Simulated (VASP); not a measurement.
Calculation: PBEsol GGA, VASP's PBE PAW potentials (set 64) (plane waves; VASP 6.6.1).

A VASP calculation is set up with these files.

**POSCAR**
```
SiO2
1
   -4.9599526814     4.2777826556     2.5627617077
    4.9599526814    -4.2777826556     2.5627617077
    4.9599526814     4.2777826556    -2.5627617077
Si O
4 8
Direct
  0.8508744392   0.5934855542   0.4435354634
  0.1499500908   0.4073389757   0.5564645366
  0.8508744392   0.9073389757   0.7573888849
  0.1499500908   0.0934855542   0.2426111151
  0.9213552115   0.7693321764   0.2731053058
  0.4962268706   0.6482499057   0.7268946942
  0.9213552115   0.1482499057   0.6520230351
  0.4962268706   0.2693321764   0.3479769649
  0.0624544928   0.0624544928   1.0000000000
  0.0624544928   0.5624544928   0.5000000000
  0.1218524648   0.2745788950   0.3472735696
  0.9273053254   0.7745788950   0.6527264304
```

KPOINTS:
```
Automatic mesh
0
Gamma
6 6 6
0 0 0
```

**INCAR**
```
# general
SYSTEM = SiO2
PREC   = Accurate
ENCUT  = 520
LREAL  = .False.   # projection in real space or not
LASPH  = .True.   # aspherical one-centre terms

# electronic loop
EDIFF  = 1E-7
NELM   = 100   # most electronic steps
ALGO   = Normal

# smearing
ISMEAR = -5   # tetrahedra, Bloechl

# functional
GGA    = PS   # PBEsol

# ions
ISIF   = 2   # forces and stress, cell fixed

# output
LWAVE  = .False.
LCHARG = .True.
LORBIT = 11
NEDOS  = 601   # DOS grid

# other
LEFG   = .True.
```

POTCAR, in this order: Si O (PBE.64 set). Program: vasp_std.

Output

OSZICAR:
```
       N       E                     dE             d eps       ncg     rms          rms(c)
DAV:   1     0.477295475831E+03    0.47730E+03   -0.31105E+04  3588   0.144E+03
DAV:   2    -0.645638862551E+02   -0.54186E+03   -0.52819E+03  4676   0.337E+02
DAV:   3    -0.109871504145E+03   -0.45308E+02   -0.45129E+02  4218   0.109E+02
DAV:   4    -0.110687759057E+03   -0.81625E+00   -0.81445E+00  4256   0.157E+01
DAV:   5    -0.110709119029E+03   -0.21360E-01   -0.21351E-01  4176   0.243E+00    0.285E+01
DAV:   6    -0.988176741949E+02    0.11891E+02   -0.52581E+01  4113   0.345E+01    0.137E+01
DAV:   7    -0.986977758097E+02    0.11990E+00   -0.14026E+00  4592   0.534E+00    0.517E+00
DAV:   8    -0.986337721288E+02    0.64004E-01   -0.75710E-02  4197   0.191E+00    0.177E+00
DAV:   9    -0.986349016716E+02   -0.11295E-02   -0.33367E-02  4232   0.117E+00    0.419E-01
DAV:  10    -0.986442625194E+02   -0.93608E-02   -0.10006E-02  3910   0.522E-01    0.160E-01
DAV:  11    -0.986448771560E+02   -0.61464E-03   -0.35633E-03  4204   0.348E-01    0.511E-02
DAV:  12    -0.986452747496E+02   -0.39759E-03   -0.42733E-04  3931   0.114E-01    0.558E-02
DAV:  13    -0.986452886656E+02   -0.13916E-04   -0.83254E-05  4120   0.548E-02    0.266E-02
DAV:  14    -0.986452707271E+02    0.17938E-04   -0.43505E-05  4071   0.371E-02    0.568E-03
DAV:  15    -0.986452704508E+02    0.27631E-06   -0.26391E-06  4464   0.121E-02    0.553E-03
DAV:  16    -0.986452703886E+02    0.62219E-07   -0.11214E-06  4197   0.560E-03    0.219E-03
DAV:  17    -0.986452704165E+02   -0.27901E-07   -0.21685E-07  2928   0.287E-03
   1 F= -.98645270E+02 E0= -.98645270E+02  d E =0.000000E+00
```

**OUTCAR**
```
------------------------ aborting loop because EDIFF is reached ----------------------------------------
  FORCE on cell =-STRESS in cart. coord.  units (eV):
  Direction    XX          YY          ZZ          XY          YZ          ZX
  --------------------------------------------------------------------------------------
  Total       -0.0284360      0.0709170      0.0021944      0.0000000      0.0000000      0.0000000
  in kB       -0.2094668      0.5223920      0.0161645      0.0000000      0.0000000      0.0000000
  external PRESSURE =       0.1096965 kB  Pullay stress =       0.0000000 kB
  volume of cell :      217.50
      direct lattice vectors                 reciprocal lattice vectors
    -4.959952681  4.277782656  2.562761708     0.000000000  0.116882984  0.195102025
     4.959952681 -4.277782656  2.562761708     0.100807413  0.000000000  0.195102025
     4.959952681  4.277782656 -2.562761708     0.100807413  0.116882984  0.000000000
 POSITION                                       TOTAL-FORCE (eV/Angst)
 -----------------------------------------------------------------------------------
      0.92328      2.99840      2.56487         0.007309     -0.010767     -0.003049
      4.03667      1.27938      0.00211        -0.007309      0.010767     -0.003049
      4.03667      2.99840      2.56487        -0.007309     -0.010767     -0.003049
      0.92328      1.27938      0.00211         0.007309      0.010767     -0.003049
      0.60056      1.81861      3.63293        -0.006416      0.007539      0.004919
      4.35939      2.45918      1.07016         0.006416     -0.007539      0.004919
     -0.60056      6.09639      1.07016         0.006416      0.007539      0.004919
      0.60056      2.45918      1.07016        -0.006416     -0.007539      0.004919
      0.00000      0.00000      0.32011        -0.000000     -0.000000     -0.002439
      4.95995      0.00000      0.32011        -0.000000     -0.000000     -0.002439
      2.47998      0.83223      0.12598         0.000000     -0.006433     -0.001300
      2.47998      3.44555      2.68874        -0.000000      0.006433     -0.001300
 -----------------------------------------------------------------------------------
    total drift:                                0.000002      0.000002      0.000047
  FREE ENERGIE OF THE ION-ELECTRON SYSTEM (eV)
  ---------------------------------------------------
  free  energy   TOTEN  =       -98.6452704165 eV

  energy  without entropy=      -98.6452704165  energy(sigma->0) =      -98.64527042

 total charge

# of ion       s       p       d       tot
------------------------------------------
    1        0.644   0.998   0.000   1.642
    2        0.644   0.998   0.000   1.642
    3        0.644   0.998   0.000   1.642
    4        0.644   0.998   0.000   1.642
    5        1.545   3.676   0.000   5.221
    6        1.545   3.676   0.000   5.221
    7        1.545   3.676   0.000   5.221
    8        1.545   3.676   0.000   5.221
    9        1.540   3.701   0.000   5.241
   10        1.540   3.701   0.000   5.241
   11        1.544   3.675   0.000   5.220
   12        1.544   3.675   0.000   5.220
--------------------------------------------------
tot         14.923  33.449   0.000  48.372

 Electric field gradients after diagonalization (V/A^2)
 (convention: |V_zz| > |V_xx| > |V_yy|)
----------------------------------------------------------------------
 ion       V_xx      V_yy      V_zz     asymmetry (V_yy - V_xx)/ V_zz
----------------------------------------------------------------------
   1      -5.035    -1.068     6.103       0.650
   2      -5.035    -1.068     6.103       0.650
   3      -5.036    -1.068     6.103       0.650
   4      -5.036    -1.067     6.103       0.650
   5     -53.488   -34.863    88.351       0.211
   6     -53.488   -34.862    88.350       0.211
   7     -53.492   -34.860    88.352       0.211
   8     -53.490   -34.860    88.350       0.211
   9     -51.867   -43.393    95.259       0.089
  10     -51.867   -43.393    95.260       0.089
  11     -52.011   -36.632    88.644       0.173
  12     -52.009   -36.633    88.642       0.173
```
(Selected blocks of OUTCAR.)

The structure comes from a computed database's SiO2 entry (Ima2); how it stands against other phases isn't given here. It was relaxed first.
